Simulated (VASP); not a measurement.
An input for Quantum ESPRESSO's pw.x (written as the equivalent of a VASP run, and not itself run):

```
&CONTROL
  calculation = 'scf'
  pseudo_dir = './pseudo'
  outdir = './out'
  tprnfor = .true.
  tstress = .true.
/
&SYSTEM
  ibrav = 0
  nat = 4
  ntyp = 2
  ecutwfc = 102
  occupations = 'smearing'
  smearing = 'gaussian'
  degauss = 0.003675
  input_dft = 'pbe'
  noncolin = .true.
  lspinorb = .true.
/
&ELECTRONS
  conv_thr = 7.3e-08
  electron_maxstep = 100
/
ATOMIC_SPECIES
  Cd 112.414 Cd.upf
  Se 78.971 Se.upf
CELL_PARAMETERS angstrom
     2.1904300   -3.7939359    0.0000000
     2.1904300    3.7939359    0.0000000
     0.0000000    0.0000000    7.1410726
ATOMIC_POSITIONS crystal
  Cd   0.6666670  0.3333330  0.5000399
  Cd   0.3333330  0.6666670  0.0000399
  Se   0.6666670  0.3333330  0.8759601
  Se   0.3333330  0.6666670  0.3759601
K_POINTS automatic
  4 4 4 0 0 0
```

**Question.** Translate this input to VASP (INCAR, KPOINTS, POSCAR, choice of POTCAR).

**Answer.** This is not unique; one that fits is 
File KPOINTS:
```
Automatic mesh
0
Gamma
4 4 4
0 0 0
```

**INCAR**
```
SYSTEM = CdSe
PREC = Accurate
ENCUT = 350
EDIFF = 1E-6
NELM = 100
ALGO = Normal
LREAL = .FALSE.
LASPH = .TRUE.
ISMEAR = 0
SIGMA = 0.05
GGA = PE
LMAXMIX = 4
LWAVE = .TRUE.
LCHARG = .FALSE.
LSORBIT = .TRUE.
MAGMOM = 0 0 0 0 0 0 0 0 0 0 0 0
GGA_COMPAT = .FALSE.
```

**POSCAR**
```
CdSe
14.2821450
  0.1533684216  -0.2656418810   0.0000000000
  0.1533684216   0.2656418810   0.0000000000
  0.0000000000   0.0000000000   0.5000000072
Cd Se
2 2
Cart
  0.1533684216  -0.0885474708   0.2500199727
  0.1533684216   0.0885474708   0.0000199691
  0.1533684216  -0.0885474708   0.4379800372
  0.1533684216   0.0885474708   0.1879800336
```

POTCAR, in this order: Cd Se (PBE.64 set). Program: vasp_ncl.

The two are equivalent in intent, not identical: the potentials are each code's own (VASP's PAW set, PseudoDojo norm-conserving files, fully relativistic, in pw.x), so ENCUT and ecutwfc are chosen apart and not converted; conv_thr bounds pw.x's estimated SCF error, while EDIFF bounds the energy change between steps.

The compound is CdSe in the wurtzite structure. It was relaxed first, which changed the volume by +6 %.
